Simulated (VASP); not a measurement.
# Ti5Si3: structure and properties in VASP, part 6 of 6

Wanted: the relaxed cell of Ti5Si3 and its properties. The start is a cell from a database of measured crystal structures.

VASP 6.6.1; LDA; plane waves and PAW (Ti_sv, Si).

So far. Step 6 (Total and projected DOS (LDA)): The finer mesh and the other smearing move the Fermi level by -0.01 eV from the 4×4×5 run, a small shift, which tests the Fermi level alone. Of the states within 0.3 eV of the Fermi level, the largest shares in the PAW spheres are Ti d 67 %. The rest lies in smaller channels or between the spheres. Step 7 (Core-level energies (LDA)): The Ti 2p level differs by about 0.8 eV between unlike sites. The relaxed cell has a = 7.344, c = 5.010 Å (conventional setting).

## 8. Field gradients at the nuclei (LDA)

Field gradients probe how far the charge around each nucleus departs from cubic symmetry; LASPH keeps the non-spherical terms inside the spheres.

Contents of INCAR:

```
SYSTEM = Ti5Si3
PREC = Accurate
ENCUT = 400
EDIFF = 1E-07
NELM = 100
ISMEAR = 1
SIGMA = 0.2
LREAL = .FALSE.
ALGO = Normal
GGA = CA
NBANDS = 89
LASPH = .TRUE.
LORBIT = 11
LWAVE = .FALSE.
LCHARG = .FALSE.
KPAR = 8
LEFG = .TRUE.
```

Contents of POSCAR:

```
Ti5Si3
1.0
    7.3444145200      0.0000000000      0.0000000000
   -3.6722072600      6.3604495503      0.0000000000
    0.0000000000      0.0000000000      5.0104887174
Ti Si
10 6
Direct
    0.3333333333      0.6666666667      0.0000000000
    0.6666666667      0.3333333333      0.5000000000
    0.6666666667      0.3333333333      0.0000000000
    0.3333333333      0.6666666667      0.5000000000
    0.2493050742      0.0000000000      0.2500000000
    0.2493050742      0.2493050742      0.7500000000
    0.0000000000      0.2493050742      0.2500000000
    0.7506949258      0.0000000000      0.7500000000
    0.7506949258      0.7506949258      0.2500000000
    0.0000000000      0.7506949258      0.7500000000
    0.6077380821      0.0000000000      0.2500000000
    0.6077380821      0.6077380821      0.7500000000
    0.0000000000      0.6077380821      0.2500000000
    0.3922619179      0.0000000000      0.7500000000
    0.3922619179      0.3922619179      0.2500000000
    0.0000000000      0.3922619179      0.7500000000
```

Contents of KPOINTS:

```
Automatic mesh
0
Gamma
4 4 5
0 0 0
```

PAW data sets: Ti_sv and Si (LDA family, release 64).

Launch:

```
$ mpirun -np 8 vasp_std
```

The log of the run:

```text
[... set-up lines as in an earlier step ...]
 entering main loop
       N       E                     dE             d eps       ncg     rms          rms(c)
[... 13 cycles as in an earlier step ...]
DAV:  14    -0.134607422244E+03    0.18761E-04   -0.15393E-04  3104   0.536E-02    0.199E-02
DAV:  15    -0.134607418349E+03    0.38946E-05   -0.42042E-05  2832   0.312E-02    0.526E-03
DAV:  16    -0.134607418362E+03   -0.12817E-07   -0.25633E-06  2760   0.933E-03    0.277E-03
DAV:  17    -0.134607418349E+03    0.13017E-07   -0.29205E-07  2072   0.286E-03
ion   1
     0.0000000    -0.0000000     0.0000000     3.6678414    -0.0000000    -0.0000000
     0.0000422    -0.0000000     0.0000000     3.6678414    -0.0000000    -0.0000000
     0.0000581    -0.0000000     0.0000000     3.6678414    -0.0000000    -0.0000000
     0.0000800    -0.0000000     0.0000000     3.6678415    -0.0000000    -0.0000000
     0.0001102    -0.0000000     0.0000000     3.6678415    -0.0000000    -0.0000000

     0.0000000    -0.0000000     0.0000000     4.8545613    -0.0000000    -0.0000001
     0.0000422    -0.0000000     0.0000000     4.8547444    -0.0000000    -0.0000001
     0.0000581    -0.0000000     0.0000000     4.8548597    -0.0000000    -0.0000001
     0.0000800    -0.0000000     0.0000000     4.8550540    -0.0000000    -0.0000001
     0.0001102    -0.0000000     0.0000000     4.8553795    -0.0000000    -0.0000001

ion   2
     0.0000000    -0.0000000    -0.0000000     3.6678414     0.0000000    -0.0000000
     0.0000422    -0.0000000    -0.0000000     3.6678414     0.0000000    -0.0000000
     0.0000581    -0.0000000    -0.0000000     3.6678414     0.0000000    -0.0000000
     0.0000800    -0.0000000    -0.0000000     3.6678415     0.0000000    -0.0000000
     0.0001102    -0.0000000    -0.0000000     3.6678415     0.0000000    -0.0000000

     0.0000000    -0.0000000    -0.0000000     4.8545613     0.0000000    -0.0000001
     0.0000422    -0.0000000    -0.0000000     4.8547444     0.0000000    -0.0000001
     0.0000581    -0.0000000    -0.0000000     4.8548597     0.0000000    -0.0000001
     0.0000800    -0.0000000    -0.0000000     4.8550540     0.0000000    -0.0000001
     0.0001102    -0.0000000    -0.0000000     4.8553795     0.0000000    -0.0000001

ion   3
     0.0000000    -0.0000000     0.0000000     3.6678414    -0.0000000    -0.0000000
     0.0000422    -0.0000000     0.0000000     3.6678414    -0.0000000    -0.0000000
     0.0000581    -0.0000000     0.0000000     3.6678414    -0.0000000    -0.0000000
     0.0000800    -0.0000000     0.0000000     3.6678415    -0.0000000    -0.0000000
     0.0001102    -0.0000000     0.0000000     3.6678415    -0.0000000    -0.0000000

     0.0000000    -0.0000000     0.0000000     4.8545613    -0.0000000    -0.0000001
     0.0000422    -0.0000000     0.0000000     4.8547444    -0.0000000    -0.0000001
     0.0000581    -0.0000000     0.0000000     4.8548597    -0.0000000    -0.0000001
     0.0000800    -0.0000000     0.0000000     4.8550540    -0.0000000    -0.0000001
     0.0001102    -0.0000000     0.0000000     4.8553795    -0.0000000    -0.0000001

ion   4
     0.0000000    -0.0000000    -0.0000000     3.6678414     0.0000000    -0.0000000
     0.0000422    -0.0000000    -0.0000000     3.6678414     0.0000000    -0.0000000
     0.0000581    -0.0000000    -0.0000000     3.6678414     0.0000000    -0.0000000
     0.0000800    -0.0000000    -0.0000000     3.6678415     0.0000000    -0.0000000
     0.0001102    -0.0000000    -0.0000000     3.6678415     0.0000000    -0.0000000

     0.0000000    -0.0000000    -0.0000000     4.8545613     0.0000000    -0.0000001
     0.0000422    -0.0000000    -0.0000000     4.8547444     0.0000000    -0.0000001
     0.0000581    -0.0000000    -0.0000000     4.8548597     0.0000000    -0.0000001
     0.0000800    -0.0000000    -0.0000000     4.8550540     0.0000000    -0.0000001
     0.0001102    -0.0000000    -0.0000000     4.8553795     0.0000000    -0.0000001

ion   5
     0.0000000    -0.0000000     0.0000000    -2.7370171     0.0000000    -5.3848607
     0.0000422    -0.0000000     0.0000000    -2.7370171     0.0000000    -5.3848607
     0.0000581    -0.0000000     0.0000000    -2.7370171     0.0000000    -5.3848607
     0.0000800    -0.0000000     0.0000000    -2.7370170     0.0000000    -5.3848606
     0.0001102    -0.0000000     0.0000000    -2.7370170     0.0000000    -5.3848605

     0.0000000    -0.0000000     0.0000000    -7.4166197     0.0000000   -28.6158273
     0.0000422    -0.0000000     0.0000000    -7.4166350     0.0000000   -28.6157122
     0.0000581    -0.0000000     0.0000000    -7.4166453     0.0000000   -28.6156463
     0.0000800    -0.0000000     0.0000000    -7.4166631     0.0000000   -28.6155389
     0.0001102    -0.0000000     0.0000000    -7.4166933     0.0000000   -28.6153651

ion   6
     0.0000000    -4.6634262    -0.0000000    -2.7370171    -0.0000000     2.6924304
     0.0000422    -4.6634262    -0.0000000    -2.7370171    -0.0000000     2.6924303
     0.0000581    -4.6634261    -0.0000000    -2.7370171    -0.0000000     2.6924303
     0.0000800    -4.6634261    -0.0000000    -2.7370170    -0.0000000     2.6924303
     0.0001102    -4.6634260    -0.0000000    -2.7370170    -0.0000000     2.6924303

     0.0000000   -24.7820334    -0.0000000    -7.4166197    -0.0000000    14.3079136
     0.0000422   -24.7819337    -0.0000000    -7.4166350    -0.0000000    14.3078560
     0.0000581   -24.7818766    -0.0000000    -7.4166453    -0.0000000    14.3078231
     0.0000800   -24.7817836    -0.0000000    -7.4166631    -0.0000000    14.3077694
     0.0001102   -24.7816331    -0.0000000    -7.4166933    -0.0000000    14.3076825

ion   7
     0.0000000     4.6634262    -0.0000000    -2.7370171     0.0000000     2.6924304
     0.0000422     4.6634262    -0.0000000    -2.7370171     0.0000000     2.6924303
     0.0000581     4.6634261    -0.0000000    -2.7370171     0.0000000     2.6924303
     0.0000800     4.6634261    -0.0000000    -2.7370170     0.0000000     2.6924303
     0.0001102     4.6634260    -0.0000000    -2.7370170     0.0000000     2.6924303

     0.0000000    24.7820334    -0.0000000    -7.4166197     0.0000000    14.3079136
     0.0000422    24.7819337    -0.0000000    -7.4166350     0.0000000    14.3078560
     0.0000581    24.7818766    -0.0000000    -7.4166453     0.0000000    14.3078231
     0.0000800    24.7817836    -0.0000000    -7.4166631     0.0000000    14.3077694
     0.0001102    24.7816331    -0.0000000    -7.4166933     0.0000000    14.3076825

ion   8
     0.0000000    -0.0000000     0.0000000    -2.7370171    -0.0000000    -5.3848607
     0.0000422    -0.0000000     0.0000000    -2.7370171    -0.0000000    -5.3848607
     0.0000581    -0.0000000     0.0000000    -2.7370171    -0.0000000    -5.3848607
     0.0000800    -0.0000000     0.0000000    -2.7370170    -0.0000000    -5.3848606
     0.0001102    -0.0000000     0.0000000    -2.7370170    -0.0000000    -5.3848605

     0.0000000    -0.0000000     0.0000000    -7.4166197    -0.0000000   -28.6158273
     0.0000422    -0.0000000     0.0000000    -7.4166350    -0.0000000   -28.6157122
     0.0000581    -0.0000000     0.0000000    -7.4166453    -0.0000000   -28.6156463
     0.0000800    -0.0000000     0.0000000    -7.4166631    -0.0000000   -28.6155389
     0.0001102    -0.0000000     0.0000000    -7.4166933    -0.0000000   -28.6153651

ion   9
     0.0000000    -4.6634262    -0.0000000    -2.7370171    -0.0000000     2.6924304
     0.0000422    -4.6634262    -0.0000000    -2.7370171    -0.0000000     2.6924303
     0.0000581    -4.6634261    -0.0000000    -2.7370171    -0.0000000     2.6924303
     0.0000800    -4.6634261    -0.0000000    -2.7370170    -0.0000000     2.6924303
     0.0001102    -4.6634260    -0.0000000    -2.7370170    -0.0000000     2.6924303

     0.0000000   -24.7820334    -0.0000000    -7.4166197    -0.0000000    14.3079136
     0.0000422   -24.7819337    -0.0000000    -7.4166350    -0.0000000    14.3078560
     0.0000581   -24.7818766    -0.0000000    -7.4166453    -0.0000000    14.3078231
     0.0000800   -24.7817836    -0.0000000    -7.4166631    -0.0000000    14.3077694
     0.0001102   -24.7816331    -0.0000000    -7.4166933    -0.0000000    14.3076825

ion  10
     0.0000000     4.6634262    -0.0000000    -2.7370171     0.0000000     2.6924304
     0.0000422     4.6634262    -0.0000000    -2.7370171     0.0000000     2.6924303
     0.0000581     4.6634261    -0.0000000    -2.7370171     0.0000000     2.6924303
     0.0000800     4.6634261    -0.0000000    -2.7370170     0.0000000     2.6924303
     0.0001102     4.6634260    -0.0000000    -2.7370170     0.0000000     2.6924303

     0.0000000    24.7820334    -0.0000000    -7.4166197     0.0000000    14.3079136
     0.0000422    24.7819337    -0.0000000    -7.4166350     0.0000000    14.3078560
     0.0000581    24.7818766    -0.0000000    -7.4166453     0.0000000    14.3078231
     0.0000800    24.7817836    -0.0000000    -7.4166631     0.0000000    14.3077694
     0.0001102    24.7816331    -0.0000000    -7.4166933     0.0000000    14.3076825

ion  11
     0.0000000    -0.0000000     0.0000000    -1.7477636     0.0000000    -0.7748735
     0.0000353    -0.0000000     0.0000000    -1.7477636     0.0000000    -0.7748735
     0.0000487    -0.0000000     0.0000000    -1.7477636     0.0000000    -0.7748735
     0.0000670    -0.0000000     0.0000000    -1.7477636     0.0000000    -0.7748735
     0.0000923    -0.0000000     0.0000000    -1.7477636     0.0000000    -0.7748735

     0.0000000    -0.0000000     0.0000000   -26.4561159     0.0000000   -11.5179185
     0.0000353    -0.0000000     0.0000000   -26.4560703     0.0000000   -11.5178986
     0.0000487    -0.0000000     0.0000000   -26.4560421     0.0000000   -11.5178864
     0.0000670    -0.0000000     0.0000000   -26.4559950     0.0000000   -11.5178659
     0.0000923    -0.0000000     0.0000000   -26.4559171     0.0000000   -11.5178321

ion  12
     0.0000000    -0.6710601    -0.0000000    -1.7477636    -0.0000000     0.3874367
     0.0000353    -0.6710601    -0.0000000    -1.7477636    -0.0000000     0.3874367
     0.0000487    -0.6710601    -0.0000000    -1.7477636    -0.0000000     0.3874367
     0.0000670    -0.6710601    -0.0000000    -1.7477636    -0.0000000     0.3874367
     0.0000923    -0.6710601    -0.0000000    -1.7477636    -0.0000000     0.3874367

     0.0000000    -9.9748100    -0.0000000   -26.4561159    -0.0000000     5.7589592
     0.0000353    -9.9747928    -0.0000000   -26.4560703    -0.0000000     5.7589493
     0.0000487    -9.9747822    -0.0000000   -26.4560421    -0.0000000     5.7589432
     0.0000670    -9.9747645    -0.0000000   -26.4559950    -0.0000000     5.7589330
     0.0000923    -9.9747352    -0.0000000   -26.4559171    -0.0000000     5.7589160

ion  13
     0.0000000     0.6710601     0.0000000    -1.7477636    -0.0000000     0.3874367
     0.0000353     0.6710601     0.0000000    -1.7477636    -0.0000000     0.3874367
     0.0000487     0.6710601     0.0000000    -1.7477636    -0.0000000     0.3874367
     0.0000670     0.6710601     0.0000000    -1.7477636    -0.0000000     0.3874367
     0.0000923     0.6710601     0.0000000    -1.7477636    -0.0000000     0.3874367

     0.0000000     9.9748100     0.0000000   -26.4561159    -0.0000000     5.7589592
     0.0000353     9.9747928     0.0000000   -26.4560703    -0.0000000     5.7589493
     0.0000487     9.9747822     0.0000000   -26.4560421    -0.0000000     5.7589432
     0.0000670     9.9747645     0.0000000   -26.4559950    -0.0000000     5.7589330
     0.0000923     9.9747352     0.0000000   -26.4559171    -0.0000000     5.7589160

ion  14
     0.0000000    -0.0000000     0.0000000    -1.7477636     0.0000000    -0.7748735
     0.0000353    -0.0000000     0.0000000    -1.7477636     0.0000000    -0.7748735
     0.0000487    -0.0000000     0.0000000    -1.7477636     0.0000000    -0.7748735
     0.0000670    -0.0000000     0.0000000    -1.7477636     0.0000000    -0.7748735
     0.0000923    -0.0000000     0.0000000    -1.7477636     0.0000000    -0.7748735

     0.0000000    -0.0000000     0.0000000   -26.4561159     0.0000000   -11.5179185
     0.0000353    -0.0000000     0.0000000   -26.4560703     0.0000000   -11.5178986
     0.0000487    -0.0000000     0.0000000   -26.4560421     0.0000000   -11.5178864
     0.0000670    -0.0000000     0.0000000   -26.4559950     0.0000000   -11.5178659
     0.0000923    -0.0000000     0.0000000   -26.4559171     0.0000000   -11.5178321

ion  15
     0.0000000    -0.6710601    -0.0000000    -1.7477636    -0.0000000     0.3874367
     0.0000353    -0.6710601    -0.0000000    -1.7477636    -0.0000000     0.3874367
     0.0000487    -0.6710601    -0.0000000    -1.7477636    -0.0000000     0.3874367
     0.0000670    -0.6710601    -0.0000000    -1.7477636    -0.0000000     0.3874367
     0.0000923    -0.6710601    -0.0000000    -1.7477636    -0.0000000     0.3874367

     0.0000000    -9.9748100    -0.0000000   -26.4561159    -0.0000000     5.7589592
     0.0000353    -9.9747928    -0.0000000   -26.4560703    -0.0000000     5.7589493
     0.0000487    -9.9747822    -0.0000000   -26.4560421    -0.0000000     5.7589432
     0.0000670    -9.9747645    -0.0000000   -26.4559950    -0.0000000     5.7589330
     0.0000923    -9.9747352    -0.0000000   -26.4559171    -0.0000000     5.7589160

ion  16
     0.0000000     0.6710601    -0.0000000    -1.7477636    -0.0000000     0.3874367
     0.0000353     0.6710601    -0.0000000    -1.7477636    -0.0000000     0.3874367
     0.0000487     0.6710601    -0.0000000    -1.7477636    -0.0000000     0.3874367
     0.0000670     0.6710601    -0.0000000    -1.7477636    -0.0000000     0.3874367
     0.0000923     0.6710601    -0.0000000    -1.7477636    -0.0000000     0.3874367

     0.0000000     9.9748100    -0.0000000   -26.4561159    -0.0000000     5.7589592
     0.0000353     9.9747928    -0.0000000   -26.4560703    -0.0000000     5.7589493
     0.0000487     9.9747822    -0.0000000   -26.4560421    -0.0000000     5.7589432
     0.0000670     9.9747645    -0.0000000   -26.4559950    -0.0000000     5.7589330
     0.0000923     9.9747352    -0.0000000   -26.4559171    -0.0000000     5.7589160

   1 F= -.13460742E+03 E0= -.13461915E+03  d E =0.351935E-01
```

It took 38 s on 8 MPI ranks of Intel Xeon 6975P-C (Granite Rapids), shared host; peak memory 2.5 GiB; 4.2 min of CPU time.

Parts of OUTCAR (step 8):

```text
   NELECT =     144.0000    total number of electrons

 E-fermi :   9.5479

 k-point     1 :       0.0000    0.0000    0.0000
  band No.  band energies     occupation
    ...
     68       8.6028      2.00000
     69       8.7899      2.00000
     70       8.8914      2.00004
     71       8.8914      2.00004
     72       9.0125      2.00101
     73       9.7456     -0.04784
     74       9.7456     -0.04784
     75      10.0377     -0.00290
     76      10.0377     -0.00290
     77      10.1743     -0.00009
    ...

  Total        0.0140886      0.0140886     -0.0478907      0.0000000      0.0000000     -0.0000000
  in kB        0.0964393      0.0964393     -0.3278208      0.0000000      0.0000000     -0.0000000
  external PRESSURE =      -0.0449807 kB  Pullay stress =       0.0000000 kB

 POSITION                                       TOTAL-FORCE (eV/Angst)
 -----------------------------------------------------------------------------------
     -0.00000      4.24030      0.00000        -0.000000     -0.000000     -0.000000
      3.67221      2.12015      2.50524        -0.000000     -0.000000     -0.000000
      3.67221      2.12015      0.00000        -0.000000     -0.000000     -0.000000
     -0.00000      4.24030      2.50524        -0.000000     -0.000000     -0.000000
      1.83100      0.00000      1.25262         0.005497     -0.000000     -0.000000
      0.91550      1.58569      3.75787         0.002749      0.004761      0.000000
     -0.91550      1.58569      1.25262        -0.002749      0.004761     -0.000000
      5.51341      0.00000      3.75787        -0.005497     -0.000000      0.000000
      2.75671      4.77476      1.25262        -0.002749     -0.004761     -0.000000
     -2.75671      4.77476      3.75787         0.002749     -0.004761     -0.000000
      4.46348      0.00000      1.25262         0.002579     -0.000000      0.000000
      2.23174      3.86549      3.75787         0.001289      0.002233      0.000000
     -2.23174      3.86549      1.25262        -0.001289      0.002233     -0.000000
      2.88093      0.00000      3.75787        -0.002579     -0.000000     -0.000000
      1.44047      2.49496      1.25262        -0.001289     -0.002233     -0.000000
     -1.44047      2.49496      3.75787         0.001289     -0.002233     -0.000000
 -----------------------------------------------------------------------------------
    total drift:                               -0.000000      0.000000     -0.000000

  FREE ENERGIE OF THE ION-ELECTRON SYSTEM (eV)
  ---------------------------------------------------
  free  energy   TOTEN  =      -134.6074183488 eV

  energy  without entropy=     -134.6426118280  energy(sigma->0) =     -134.61914951

 Electric field gradients after diagonalization (V/A^2)
 (convention: |V_zz| > |V_xx| > |V_yy|)
----------------------------------------------------------------------
 ion       V_xx      V_yy      V_zz     asymmetry (V_yy - V_xx)/ V_zz
----------------------------------------------------------------------
   1       1.672     1.663    -3.335       0.003
   2       1.672     1.663    -3.335       0.003
   3       1.672     1.663    -3.335       0.003
   4       1.672     1.663    -3.335       0.003
   5      25.556     8.328   -33.884       0.508
   6      25.563     8.328   -33.891       0.509
   7      25.556     8.328   -33.884       0.508
   8      25.556     8.328   -33.884       0.508
   9      25.563     8.328   -33.891       0.509
  10      25.556     8.328   -33.884       0.508
  11     -29.333    -4.158    33.491       0.752
  12     -29.333    -4.158    33.491       0.752
  13     -29.333    -4.158    33.491       0.752
  14     -29.333    -4.158    33.491       0.752
  15     -29.333    -4.158    33.491       0.752
  16     -29.333    -4.158    33.491       0.752
----------------------------------------------------------------------

[... 10 parts as in an earlier step ...]

[... 7 further parts left out ...]
```

This step gave:

| Quantity | Value |
| --- | --- |
| SCF cycles | 17 |
| pressure | -0.004498 GPa |

Electric field gradients, by row:

```
atom  Vxx (V/Å²)  Vyy (V/Å²)  Vzz (V/Å²)  asymmetry
 Ti1       1.672       1.663      -3.335      0.003
 Ti2       1.672       1.663      -3.335      0.003
 Ti3       1.672       1.663      -3.335      0.003
 Ti4       1.672       1.663      -3.335      0.003
 Ti5       25.56       8.328      -33.88      0.508
 Ti6       25.56       8.328      -33.89      0.509
 Ti7       25.56       8.328      -33.88      0.508
 Ti8       25.56       8.328      -33.88      0.508
 Ti9       25.56       8.328      -33.89      0.509
Ti10       25.56       8.328      -33.88      0.508
Si11      -29.33      -4.158       33.49      0.752
Si12      -29.33      -4.158       33.49      0.752
Si13      -29.33      -4.158       33.49      0.752
Si14      -29.33      -4.158       33.49      0.752
Si15      -29.33      -4.158       33.49      0.752
Si16      -29.33      -4.158       33.49      0.752
```

The largest gradient, -33.89 V/Å², sits on Ti6 and like sites; times the quadrupole moment of a nucleus that has one, it gives the coupling that NMR and NQR see.

## 9. Outcome

```
relaxed volume                            : 14.63 Å³/atom
relaxed conventional cell a, b, c         : 7.344, 7.344, 5.010 Å; angles 90.0, 90.0, 120.0°
space group after relaxing, within 0.02 Å : P6_3/mcm (No. 193)
band gap                                  : none, a metal
DOS at the Fermi level                    : 8.63 states/eV/cell
shallowest level of the frozen cores      : Si11 2p, 88.8 eV deep
largest field gradient Vzz                : -33.89 V/Å² on Ti6
```

What this shows: With LDA, Ti5Si3 relaxes to 14.63 Å³/atom in space group P6_3/mcm (held by the symmetry of the run) and comes out as a metal. Against the listed cell the volume lies -6.0 % (a -1.6 %, c -2.9 %). Band structure (LDA): Of the bands kept, 4 cross the Fermi level on this path. The k-sampling is coarse for a metal, so the Fermi level, pressures and the shape of the cell carry errors. No search among competing phases was made, and a listed structure need not be the one stable at ambient conditions. All values are for a static lattice at zero temperature.

[Lines on the potential files, build, host, timing and source positions are cut from VASP's logs without a mark.]

[Logs are printed without paths, hosts, clocks, repeated set-up lines and the standing remarks that a program may print on its own settings, such as how far it seeks lower states.]

[Hosts, paths, dates, database ids (printed as entryN), source tags and the programs' standing remarks are cut or masked in the printed files.]

[A measured line is paired with the nearest computed mode of its activity, which favours agreement.]

[In band tables of VASP the shares of atoms and orbitals are scaled to a sum of 1 inside the atoms' spheres.]
